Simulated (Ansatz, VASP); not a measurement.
# CdNiSe3 and the functional, program beside program

The cell as given:

```
Cd Ni Se
1.0
     4.76738    0.00000    0.00000
     0.00000    4.76738    0.00000
     0.00000    0.00000    4.76738
Cd Ni Se
1 1 3
Direct
  0.50000 0.50000 0.50000
  0.00000 0.00000 0.00000
  0.50000 0.00000 0.00000
  0.00000 0.50000 0.00000
  0.00000 0.00000 0.50000
```

The cell comes from a database or a generator and needn't be the stable form of this composition.

Kept alike: task relaxation of cell and atoms; k mesh 5 × 5 × 5; occupations fermi-dirac, width 0.05 eV; collinear spin, ferromagnetic start. The mesh is that of the run's cell of 5 atoms. No spin-orbit coupling.

- A: Ansatz, Ansatz PAW, made for PBE, cutoff 420 eV
- B: VASP; PBE PAW files Cd, Ni, Se, 600 eV (BLYP, PBE, PBEsol, RPBE, revPBE); LDA PAW files Cd, Ni, Se, 600 eV (LDA)

| functional | A: volume (Å³/atom) | B: volume (Å³/atom) |
| --- | --- | --- |
| BLYP | 23.464 | 23.528 |
| LDA | 19.846 | 19.895 |
| PBE | 21.671 | 21.671 |
| PBEsol | 20.464 | 20.513 |
| RPBE | 22.452 | 22.498 |
| revPBE | 22.228 | 22.267 |

Magnetic runs hold the state that their start led to. Values on potentials made for another functional: A at BLYP, LDA, PBEsol, RPBE, revPBE; B at BLYP, PBEsol, RPBE, revPBE. Values hold for each row's relaxed cell, which stops near the pressure aimed at (zero). Ansatz's stress holds its Pulay term. For a metal such a mesh leaves the last digits unconverged.

Q: How large is the effect of the functional, and do the programs agree on it?

A: From LDA to BLYP the volume moves by +3.618 in A, +3.633 in B (Å³/atom). Row by row the programs differ by 0.000 to 0.064, and over this span the shifts, as printed, agree within 1 %. Shifts from LDA: BLYP +3.618, +3.633; PBE +1.825, +1.776; PBEsol +0.618, +0.618; RPBE +2.606, +2.603; revPBE +2.382, +2.372; the programs' shifts differ by up to 0.049.
